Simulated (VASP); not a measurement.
Method: r2SCAN meta-GGA, VASP's PBE PAW potentials (set 64) (plane waves; VASP).

Input for VASP

KPOINTS:
```
Automatic mesh
0
Gamma
8 8 4
0 0 0
```

INCAR:
```
ALGO=Normal
EDIFF=1E-6
EDIFFG=-0.02
ENCUT=520
IBRION=2
ISIF=3
ISMEAR=0
LASPH=.True.
LCHARG=.False.
LMAXMIX=4
LMIXTAU=.True.
LREAL=.False.
LWAVE=.False.
METAGGA=R2SCAN
NELM=100
NSW=60
PREC=Accurate
SIGMA=0.05
SYSTEM=TiO2
```

File POSCAR:
```
TiO2
1.0
  2.9583264599   0.0000000000   0.0000000000
 -1.4791632300   2.5619863550   0.0000000000
  0.0000000000   0.0000000000   4.7321040805
Ti O
1 2
Cartesian
 -1.4791632300   2.5619863550   4.7321040805
 -0.0000014792   1.7079917573   0.9613614367
  1.4791647091   0.8539945977   3.7707426438
```

POTCAR, in this order: Ti_sv O (PBE.64 set). Program: vasp_std.

What VASP printed:

**OSZICAR**
```
       N       E                     dE             d eps       ncg     rms          rms(c)
DAV:   1     0.249394893074E+03    0.24939E+03   -0.13477E+04  1120   0.172E+03
DAV:   2    -0.279762053246E+02   -0.27737E+03   -0.27155E+03  1416   0.475E+02
DAV:   3    -0.490585199039E+02   -0.21082E+02   -0.21059E+02  1312   0.137E+02
DAV:   4    -0.499600533468E+02   -0.90153E+00   -0.90116E+00  1744   0.261E+01
DAV:   5    -0.499750940300E+02   -0.15041E-01   -0.15040E-01  1344   0.300E+00    0.235E+01
DAV:   6    -0.361734024226E+02    0.13802E+02   -0.45715E+01  1536   0.951E+01    0.670E+00
DAV:   7    -0.338944524793E+02    0.22789E+01   -0.39754E+00  1160   0.174E+01    0.483E+00
DAV:   8    -0.359383951072E+02   -0.20439E+01   -0.30479E+00  1456   0.158E+01    0.347E+00
DAV:   9    -0.342106442964E+02    0.17278E+01   -0.13112E+00  1456   0.110E+01    0.485E-01
DAV:  10    -0.343859476401E+02   -0.17530E+00   -0.20802E-01  1136   0.496E+00    0.486E-01
DAV:  11    -0.343897943223E+02   -0.38467E-02   -0.10779E-02  1320   0.115E+00    0.412E-01
DAV:  12    -0.344024306226E+02   -0.12636E-01   -0.54050E-03  1168   0.992E-01    0.168E-01
DAV:  13    -0.344006894633E+02    0.17412E-02   -0.11892E-02  1152   0.132E+00    0.981E-02
DAV:  14    -0.343999112612E+02    0.77820E-03   -0.16276E-03  1384   0.406E-01    0.145E-01
DAV:  15    -0.343998169444E+02    0.94317E-04   -0.29857E-04  1120   0.187E-01    0.137E-01
DAV:  16    -0.344015770425E+02   -0.17601E-02   -0.79382E-04  1152   0.301E-01    0.109E-01
DAV:  17    -0.344016486634E+02   -0.71621E-04   -0.30170E-05  1208   0.683E-02    0.101E-01
DAV:  18    -0.344016941270E+02   -0.45464E-04   -0.11489E-05  1320   0.350E-02    0.876E-02
DAV:  19    -0.344017055900E+02   -0.11463E-04   -0.29214E-05  1152   0.704E-02    0.545E-02
DAV:  20    -0.344017161653E+02   -0.10575E-04   -0.17990E-06   872   0.183E-02    0.486E-02
DAV:  21    -0.344016988601E+02    0.17305E-04   -0.94013E-06  1184   0.325E-02    0.293E-02
DAV:  22    -0.344017024580E+02   -0.35979E-05   -0.72853E-06  1152   0.319E-02    0.831E-03
DAV:  23    -0.344017014354E+02    0.10226E-05   -0.65972E-07   624   0.875E-03    0.363E-03
DAV:  24    -0.344017045562E+02   -0.31208E-05   -0.39176E-07   624   0.768E-03    0.178E-03
DAV:  25    -0.344017035324E+02    0.10238E-05   -0.20622E-07   624   0.516E-03    0.683E-04
DAV:  26    -0.344017037549E+02   -0.22250E-06   -0.67096E-08   600   0.261E-03
   1 F= -.34401704E+02 E0= -.34401704E+02  d E =-.344017E+02
       N       E                     dE             d eps       ncg     rms          rms(c)
DAV:   1    -0.345630913741E+02   -0.16139E+00   -0.60490E+00  1472   0.360E+01    0.403E+00
DAV:   2    -0.344134288946E+02    0.14966E+00   -0.47116E-01  1128   0.945E+00    0.152E+00
DAV:   3    -0.343873834124E+02    0.26045E-01   -0.27036E-01  1432   0.415E+00    0.444E-01
DAV:   4    -0.343898924830E+02   -0.25091E-02   -0.19855E-02  1224   0.143E+00    0.266E-01
DAV:   5    -0.343918570173E+02   -0.19645E-02   -0.12277E-03  1408   0.465E-01    0.163E-01
DAV:   6    -0.343936913111E+02   -0.18343E-02   -0.87075E-03  1520   0.544E-01    0.126E-01
DAV:   7    -0.343939690795E+02   -0.27777E-03   -0.68457E-04  1168   0.322E-01    0.106E-01
DAV:   8    -0.343941143684E+02   -0.14529E-03   -0.41779E-04  1200   0.255E-01    0.283E-02
DAV:   9    -0.343941257561E+02   -0.11388E-04   -0.53255E-05  1360   0.892E-02    0.163E-02
DAV:  10    -0.343941240691E+02    0.16870E-05   -0.24942E-05  1240   0.539E-02    0.848E-03
DAV:  11    -0.343941339607E+02   -0.98916E-05   -0.78541E-06  1280   0.342E-02    0.643E-03
DAV:  12    -0.343941339728E+02   -0.12150E-07   -0.15630E-06   888   0.152E-02
   2 F= -.34394134E+02 E0= -.34394134E+02  d E =0.756978E-02
       N       E                     dE             d eps       ncg     rms          rms(c)
DAV:   1    -0.344710607386E+02   -0.76927E-01   -0.22503E+00  1488   0.215E+01    0.248E+00
DAV:   2    -0.344136146720E+02    0.57446E-01   -0.16329E-01  1120   0.549E+00    0.928E-01
DAV:   3    -0.344051910035E+02    0.84237E-02   -0.93938E-02  1448   0.263E+00    0.268E-01
DAV:   4    -0.344052968154E+02   -0.10581E-03   -0.63484E-03  1200   0.819E-01    0.142E-01
DAV:   5    -0.344056001636E+02   -0.30335E-03   -0.66550E-03  1560   0.842E-01    0.906E-02
DAV:   6    -0.344069227291E+02   -0.13226E-02   -0.14955E-03  1120   0.523E-01    0.729E-02
DAV:   7    -0.344069081974E+02    0.14532E-04   -0.21612E-04  1328   0.170E-01    0.377E-02
DAV:   8    -0.344070578314E+02   -0.14963E-03   -0.19915E-04  1136   0.170E-01    0.157E-02
DAV:   9    -0.344070461883E+02    0.11643E-04   -0.28717E-05  1488   0.549E-02    0.394E-03
DAV:  10    -0.344070530773E+02   -0.68890E-05   -0.47521E-06  1264   0.209E-02    0.177E-03
DAV:  11    -0.344070463060E+02    0.67713E-05   -0.62419E-07   696   0.105E-02    0.132E-03
DAV:  12    -0.344070486472E+02   -0.23412E-05   -0.22581E-07   608   0.690E-03    0.262E-04
DAV:  13    -0.344070470233E+02    0.16240E-05   -0.75067E-08   592   0.284E-03    0.473E-04
DAV:  14    -0.344070480608E+02   -0.10375E-05   -0.32460E-08   592   0.223E-03    0.155E-04
DAV:  15    -0.344070478346E+02    0.22616E-06   -0.11331E-08   592   0.954E-04
   3 F= -.34407048E+02 E0= -.34407048E+02  d E =-.534408E-02
       N       E                     dE             d eps       ncg     rms          rms(c)
DAV:   1    -0.344094695712E+02   -0.24215E-02   -0.32805E-01  1120   0.672E+00    0.319E-01
DAV:   2    -0.344081820656E+02    0.12875E-02   -0.10492E-02  1272   0.992E-01    0.201E-01
DAV:   3    -0.344082757903E+02   -0.93725E-04   -0.19535E-03  1528   0.481E-01    0.112E-01
DAV:   4    -0.344080868817E+02    0.18891E-03   -0.46059E-04  1512   0.233E-01    0.172E-02
DAV:   5    -0.344080971535E+02   -0.10272E-04   -0.71441E-05  1160   0.969E-02    0.102E-02
DAV:   6    -0.344081503053E+02   -0.53152E-04   -0.30581E-05  1200   0.643E-02    0.712E-03
DAV:   7    -0.344081100363E+02    0.40269E-04   -0.16656E-05  1128   0.486E-02    0.228E-03
DAV:   8    -0.344081429307E+02   -0.32894E-04   -0.27461E-06   992   0.219E-02    0.109E-03
DAV:   9    -0.344081314864E+02    0.11444E-04   -0.49612E-07   600   0.960E-03    0.671E-04
DAV:  10    -0.344081325981E+02   -0.11117E-05   -0.35903E-07   664   0.729E-03    0.891E-05
DAV:  11    -0.344081322387E+02    0.35935E-06   -0.16749E-08   592   0.165E-03
   4 F= -.34408132E+02 E0= -.34408132E+02  d E =-.108440E-02
```

**OUTCAR**
```
------------------------ aborting loop because EDIFF is reached ----------------------------------------
  FORCE on cell =-STRESS in cart. coord.  units (eV):
  Direction    XX          YY          ZZ          XY          YZ          ZX
  --------------------------------------------------------------------------------------
  Total       -0.0003626     -0.0003626     -0.0146585      0.0000000      0.0000000     -0.0000000
  in kB       -0.0159917     -0.0159917     -0.6464856      0.0000000      0.0000000     -0.0000000
  external PRESSURE =      -0.2261563 kB  Pullay stress =       0.0000000 kB
  volume of cell :       36.33
      direct lattice vectors                 reciprocal lattice vectors
     2.980802163 -0.000000000 -0.000000000     0.335480165  0.193689526 -0.000000000
    -1.490401081  2.581450896  0.000000000     0.000000000  0.387379052 -0.000000000
     0.000000000  0.000000000  4.721118482     0.000000000 -0.000000000  0.211814214
 POSITION                                       TOTAL-FORCE (eV/Angst)
 -----------------------------------------------------------------------------------
      0.00000      0.00000      0.00000         0.000000     -0.000000      0.000000
     -0.00000      1.72097      0.95604         0.000000     -0.000000     -0.001336
      1.49040      0.86048      3.76508        -0.000000      0.000000      0.001336
 -----------------------------------------------------------------------------------
    total drift:                               -0.000000      0.000000      0.000000
  FREE ENERGIE OF THE ION-ELECTRON SYSTEM (eV)
  ---------------------------------------------------
  free  energy   TOTEN  =       -34.4081322387 eV

  energy  without entropy=      -34.4081322387  energy(sigma->0) =      -34.40813224

 reached required accuracy - stopping structural energy minimisation
```
(Selected blocks of OUTCAR.)

CONTCAR:
```
TiO2
   1.00000000000000
     2.9808021627484620   -0.0000000000004398   -0.0000000000000000
    -1.4904010814249917    2.5814508957773747    0.0000000000000000
     0.0000000000000000    0.0000000000000000    4.7211184818082099
  Ti              O
     1     2
Direct
     0.0000000000000000    0.0000000000000000    0.0000000000000000
     0.3333330000000032    0.6666669999999968    0.2025019653180729
     0.6666669999999968    0.3333330000000032    0.7974980346819271
```

OUTCAR:
```
 val. band max:        2.2229962756   @ k =   0.1250   0.1250   0.0000

 cond. band min:       5.1832615565   @ k =   0.0000   0.0000   0.5000


 Fermi energy:         2.4377227593

 k-point     1 :       0.0000    0.0000    0.0000
  band No.  band energies     occupation
      1     -56.4639      2.00000
      2     -31.6788      2.00000
      3     -31.4003      2.00000
      4     -31.4002      2.00000
      5     -16.4809      2.00000
      6     -14.5509      2.00000
      7      -2.0596      2.00000
      8      -1.7806      2.00000
      9      -1.7806      2.00000
     10       1.8501      2.00000
     11       1.8501      2.00000
     12       1.9861      2.00000
     13       5.1966      0.00000
     14       5.1966      0.00000
     15       6.9441      0.00000
     16       9.4198      0.00000

 k-point     2 :       0.1250    0.0000    0.0000
  band No.  band energies     occupation
      1     -56.4530      2.00000
      2     -31.6583      2.00000
      3     -31.4948      2.00000
      4     -31.4175      2.00000
      5     -16.2764      2.00000
      6     -14.6696      2.00000
      7      -1.8399      2.00000
      8      -1.7494      2.00000
      9      -1.6186      2.00000
     10       1.0921      2.00000
     11       1.5362      2.00000
     12       2.1264      2.00000
     13       5.3994      0.00000
     14       5.5358      0.00000
     15       6.8593      0.00000
     16       9.0539      0.00000

 k-point     3 :       0.2500    0.0000    0.0000
  band No.  band energies     occupation
      1     -56.4265      2.00000
      2     -31.7208      2.00000
      3     -31.6043      2.00000
      4     -31.4588      2.00000
      5     -15.8005      2.00000
      6     -14.9195      2.00000
      7      -1.7370      2.00000
      8      -1.2393      2.00000
      9      -1.1486      2.00000
     10      -0.2162      2.00000
     11       1.0068      2.00000
     12       2.1438      2.00000
     13       5.6243      0.00000
...
```

The structure was generated: TiO2 was put into the CdI2 type (P-3m1), which need not be its known phase. This run relaxes it. Symmetry was kept, so distortions that lower it aren't found. The start is the result of an earlier pass.
